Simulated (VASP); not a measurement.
Output of a VASP run:

### OSZICAR
```
       N       E                     dE             d eps       ncg     rms          rms(c)
DAV:   1     0.373265495830E+02    0.37327E+02   -0.56976E+03  3011   0.203E+03
DAV:   2    -0.413160690225E+01   -0.41458E+02   -0.39664E+02  3013   0.200E+02
DAV:   3    -0.461101822665E+01   -0.47941E+00   -0.47753E+00  3566   0.308E+01
DAV:   4    -0.461444667329E+01   -0.34284E-02   -0.34281E-02  3592   0.239E+00
DAV:   5    -0.461448382112E+01   -0.37148E-04   -0.37146E-04  3598   0.199E-01    0.758E+00
DAV:   6    -0.410994369078E+01    0.50454E+00   -0.16876E+01  3121   0.955E+01    0.395E+00
DAV:   7    -0.374043107484E+01    0.36951E+00   -0.26714E+00  3180   0.379E+01    0.573E-01
DAV:   8    -0.372947257049E+01    0.10959E-01   -0.49496E-03  3231   0.117E+00    0.279E-01
DAV:   9    -0.372807437595E+01    0.13982E-02   -0.93861E-03  3312   0.207E+00    0.236E-02
DAV:  10    -0.372808097722E+01   -0.66013E-05   -0.28138E-05  4389   0.943E-02    0.841E-03
DAV:  11    -0.372808007407E+01    0.90315E-06   -0.14722E-06  3279   0.265E-02    0.331E-04
DAV:  12    -0.372808020985E+01   -0.13579E-06   -0.11323E-08  2043   0.145E-03    0.164E-04
DAV:  13    -0.372808026548E+01   -0.55627E-07   -0.37758E-09  1670   0.135E-03
   1 F= -.37280803E+01 E0= -.37281488E+01  d E =0.205726E-03
```

### OUTCAR
```
------------------------ aborting loop because EDIFF is reached ----------------------------------------
  FORCE on cell =-STRESS in cart. coord.  units (eV):
  Direction    XX          YY          ZZ          XY          YZ          ZX
  --------------------------------------------------------------------------------------
  Total       -0.0168554     -0.0168554     -0.0168554     -0.0000000      0.0000000      0.0000000
  in kB       -2.2470618     -2.2470618     -2.2470618     -0.0000000      0.0000000      0.0000000
  external PRESSURE =      -2.2470618 kB  Pullay stress =       0.0000000 kB
  volume of cell :       12.02
      direct lattice vectors                 reciprocal lattice vectors
     0.000000000  1.818033161  1.818033161    -0.275022486  0.275022486  0.275022486
     1.818033161  0.000000000  1.818033161     0.275022486 -0.275022486  0.275022486
     1.818033161  1.818033161  0.000000000     0.275022486  0.275022486 -0.275022486
 POSITION                                       TOTAL-FORCE (eV/Angst)
 -----------------------------------------------------------------------------------
      0.00000      0.00000      0.00000         0.000000      0.000000      0.000000
 -----------------------------------------------------------------------------------
    total drift:                               -0.000000     -0.000000     -0.000000
  FREE ENERGIE OF THE ION-ELECTRON SYSTEM (eV)
  ---------------------------------------------------
  free  energy   TOTEN  =        -3.7280802655 eV

  energy  without entropy=       -3.7282859916  energy(sigma->0) =       -3.72814884
```
(Selected blocks of OUTCAR.)

**POSCAR**
```
Cu
1
    0.0000000000     1.8180331612     1.8180331612
    1.8180331612     0.0000000000     1.8180331612
    1.8180331612     1.8180331612     0.0000000000
Cu
1
Direct
  0.0000000000   0.0000000000   0.0000000000
```

Problem. Write an INCAR and KPOINTS that could have produced this output.

Solution. This is not unique; one that fits is the input of the run itself, PW91 GGA, plane waves, VASP's PBE PAW potentials (set 64).

### INCAR
```
NELM=100   # most electronic steps
LCHARG=.False.
ISMEAR=1   # Methfessel-Paxton
ALGO=Normal
ENCUT=520
LASPH=.True.
LMAXMIX=4
SIGMA=0.1
PREC=Accurate
LREAL=.False.   # projection in real space or not
SYSTEM=Cu
GGA=91
LWAVE=.False.
ISIF=2   # forces and stress, cell fixed
EDIFF=1E-7   # SCF stop (eV)
```

KPOINTS:
```
Automatic mesh
0
Gamma
17 17 17
0 0 0
```

POTCAR, in this order: Cu (PBE.64 set). Program: vasp_std.

The compound is Cu in the fcc structure. It was relaxed first.
